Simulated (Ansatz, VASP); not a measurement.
**CaP5: VASP beside Ansatz**

The input INCAR:

```
PREC     = Accurate       # precision mode
ENCUT    = 520            # plane-wave cutoff, eV
EDIFF    = 1E-6           # SCF threshold, eV
ISMEAR   = 0              # smearing method
SIGMA    = 0.1            # smearing width, eV
LREAL    = F              # projectors in reciprocal space
LASPH    = T              # aspherical terms in the spheres
NELM     = 80             # most SCF steps
ALGO     = Normal         # electronic algorithm
ISIF     = 2              # what is computed and relaxed
LWAVE    = F              # write WAVECAR
LCHARG   = F              # write CHGCAR
GGA      = PE             # functional
NBANDS   = 26             # bands
```

Contents of KPOINTS:

```
regular mesh
0
Gamma
  6 6 4
```

File POSCAR:

```
CaP5
1.0
    5.6303448800      0.0000000000      0.0000000000
   -2.8151724400      4.8760217000      0.0000000000
    0.0000000000      0.0000000000      4.6938824600
Ca P
1 5
Direct
    0.0000000000      0.0000000000      0.0000000000
    0.5000000000      0.0000000000      0.5000000000
    0.5000000000      0.5000000000      0.5000000000
    0.0000000000      0.5000000000      0.5000000000
    0.3333333300      0.6666666700      0.0000000000
    0.6666666700      0.3333333300      0.0000000000
```

Input for Ansatz:

```yaml
crystal:
  lattice:
    - [5.63034488, 0.0, 0.0]
    - [-2.81517244, 4.8760217, 0.0]
    - [0.0, 0.0, 4.69388246]
  atoms:
    - { symbol: Ca, position: [0.0, 0.0, 0.0] }
    - { symbol: P, position: [0.5, 0.0, 0.5] }
    - { symbol: P, position: [0.5, 0.5, 0.5] }
    - { symbol: P, position: [0.0, 0.5, 0.5] }
    - { symbol: P, position: [0.33333333, 0.66666667, 0.0] }
    - { symbol: P, position: [0.66666667, 0.33333333, 0.0] }
basis:
  ecutwfc: 420
kpoints:
  mp_grid: { grid: [6, 6, 4] }
hamiltonian:
  xc: pbe
scf:
  occupations: { method: gaussian, width: 0.1 }
  lower_state_search: "off"
output:
  forces: true
  stress: true
  eigenvalues: true
```

Change from the starting cell: species swapped into the YFe5 type (P6/mmm, No. 191).

Alike in both runs: task single point; functional PBE; k mesh 6 × 6 × 4; occupations gaussian, width 0.1 eV; no spin polarisation.

|  | VASP | Ansatz |
| --- | --- | --- |
| version | VASP 6.6.1 | Ansatz 0.2.0 |
| potentials or method | VASP PAW PBE potentials, release 64 (Ca_sv, P) | scalar-relativistic, plane waves, PAW |
| plane-wave cutoff (eV) | 520 | 420 |
| valence electrons in the cell | 35 | 35 |

VASP gave:

| Quantity | Value |
| --- | --- |
| gap on the k mesh at the Fermi level (eV) | none |
| pressure (GPa) | -10.3 |
| largest component of the traceless stress (GPa) | 1.16 |

Estimate Ansatz's values.

gap on the k mesh at the Fermi level (eV): none; pressure (GPa): -10.3; largest component of the traceless stress (GPa): 1.13.

A gap of «none» marks a metal or a gap that the smearing closes.
